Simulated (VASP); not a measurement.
Given:

```xyz
4
Lattice="2.7683 0.0000 0.0000 -1.3842 2.3974 0.0000 0.0000 0.0000 8.9451" Properties=species:S:1:pos:R:3 pbc="T T T"
Re     0.0000     0.0000     0.0000
Re     0.0000     0.0000     4.4726
Re     0.0000     1.5983     2.2363
Re     1.3842     0.7991     6.7088
```

These are PBE GGA, VASP's PBE PAW potentials (set 64) (plane waves; VASP 6.6.1) values and carry that method's errors. Run with 300 eV cut-off, 11×11×3 Γ-centred mesh, Fermi-Dirac smearing of 0.050 eV, potentials Re.

### Question
Give the energies of bands 4 to 17 at the high-symmetry points, in eV from the Fermi level.

### Answer

| band | Γ | M | K | A | L | H |
|---|---|---|---|---|---|---|
| 4 | -6.62 | -5.26 | -4.41 | -6.66 | -6.02 | -4.31 |
| 5 | -2.51 | -4.69 | -4.41 | -2.04 | -5.20 | -3.91 |
| 6 | -2.42 | -4.21 | -4.05 | -2.04 | -5.20 | -3.91 |
| 7 | -1.90 | -3.86 | -3.53 | -1.72 | -2.61 | -3.58 |
| 8 | -1.90 | -2.73 | -3.53 | -1.72 | -2.61 | -3.58 |
| 9 | -1.88 | -2.08 | -2.21 | -1.72 | -1.39 | -2.24 |
| 10 | -1.88 | -2.00 | -2.21 | -1.72 | -1.39 | -2.24 |
| 11 | -1.62 | -0.81 | -2.19 | -1.42 | -0.65 | -2.19 |
| 12 | -1.20 | 0.31 | -2.17 | -1.42 | -0.65 | -2.19 |
| 13 | -1.20 | 0.32 | -0.06 | -1.42 | 0.28 | -0.02 |
| 14 | -1.10 | 1.14 | -0.06 | -1.42 | 0.28 | -0.02 |
| 15 | -1.10 | 2.10 | 1.62 | -1.10 | 2.68 | 1.07 |
| 16 | 0.51 | 3.90 | 1.62 | -1.10 | 2.68 | 1.07 |
| 17 | 0.64 | 3.98 | 3.03 | 1.16 | 3.95 | 3.17 |

It has no gap at this level: it comes out as a metal or semimetal.

The structure comes from a computed database's Re entry; how it stands against other phases isn't given here. The cell was not relaxed at this level. VASP warned that the highest band is occupied, so more bands are needed.
